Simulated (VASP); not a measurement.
Crystal: Ga8SbAs7.

```xyz
16
Lattice="-5.7117 5.7117 0.0000 -5.7117 0.0000 5.7117 0.0000 5.7117 5.7117" Properties=species:S:1:pos:R:3 pbc="T T T"
Ga    0.0000    0.0000    0.0000
Ga   -2.8559    2.8559    0.0000
Ga   -2.8559    0.0000    2.8559
Ga    0.0000    2.8559    2.8559
Ga   -5.7117    2.8559    2.8559
Ga   -2.8559    5.7117    2.8559
Ga   -2.8559    2.8559    5.7117
Ga   -5.7117    5.7117    5.7117
Sb   -9.9955    7.1397    7.1397
As   -7.1397    4.2838    7.1397
As   -7.1397    7.1397    4.2838
As   -9.9955    9.9955    9.9955
As   -4.2838    4.2838    4.2838
As   -7.1397    7.1397    9.9955
As   -7.1397    9.9955    7.1397
As   -4.2838    7.1397    7.1397
```

The cell was built by a generator and needn't be a form met in nature.

- Program: VASP 6.6.1
- Task: relaxation of cell and atoms
- Functional: PBEsol
- Potentials or basis: VASP PAW PBE potentials, release 64 (Ga_d, Sb, As)
- Cutoff: 600 eV
- k mesh: 6 × 6 × 6
- Occupations: gaussian, width 0.03 eV
- Spin: no spin polarisation

At the start: pressure 0.6 GPa; volume 23.29 Å³/atom.

Task: Where does the relaxation end?

Result: Over 8 steps the energy falls by 14.9 meV/atom and the volume is 23.43 Å³/atom (+0.6 %); space group F-43m (No. 216, to 0.05 Å).

The path:
```
step  energy change (eV)  largest force (eV/Å)  pressure (GPa)  volume (Å³)
   1              0.0000                1.3592            0.60       372.68
   2             -0.2196                0.3158           -0.39       377.38
   3             -0.2288                0.0814           -0.61       378.58
   4             -0.2374                0.0378            0.20       373.67
   5             -0.2380                0.0382            0.05       374.62
   6             -0.2380                0.0383            0.02       374.70
   7             -0.2386                0.0167           -0.01       374.80
   8             -0.2387                0.0052           -0.02       374.85
```

Final structure:
```cif
data_structure
_symmetry_space_group_name_H-M 'P 1'
_symmetry_Int_Tables_number 1
_cell_length_a 8.0933
_cell_length_b 8.0933
_cell_length_c 8.0933
_cell_angle_alpha 60.000
_cell_angle_beta 60.000
_cell_angle_gamma 60.000
_cell_volume 374.85
loop_
_atom_site_label
_atom_site_type_symbol
_atom_site_fract_x
_atom_site_fract_y
_atom_site_fract_z
_atom_site_occupancy
Ga1 Ga 0.00451 0.00451 0.98647 1
Ga2 Ga 0.49974 0.00079 0.99974 1
Ga3 Ga 0.00079 0.49974 0.99974 1
Ga4 Ga 0.00451 0.00451 0.50451 1
Ga5 Ga 0.49974 0.49974 0.99974 1
Ga6 Ga 0.48647 0.00451 0.50451 1
Ga7 Ga 0.00451 0.48647 0.50451 1
Ga8 Ga 0.49974 0.49974 0.50079 1
Sb1 Sb 0.87500 0.87500 0.37500 1
As1 As 0.37495 0.87505 0.37505 1
As2 As 0.87505 0.37495 0.37505 1
As3 As 0.87505 0.87505 0.87495 1
As4 As 0.37495 0.37495 0.37505 1
As5 As 0.37495 0.87505 0.87495 1
As6 As 0.87505 0.37495 0.87495 1
As7 As 0.37500 0.37500 0.87500 1
```

Caveat: the PAW data sets were made with another functional, which shifts forces and pressure a little.
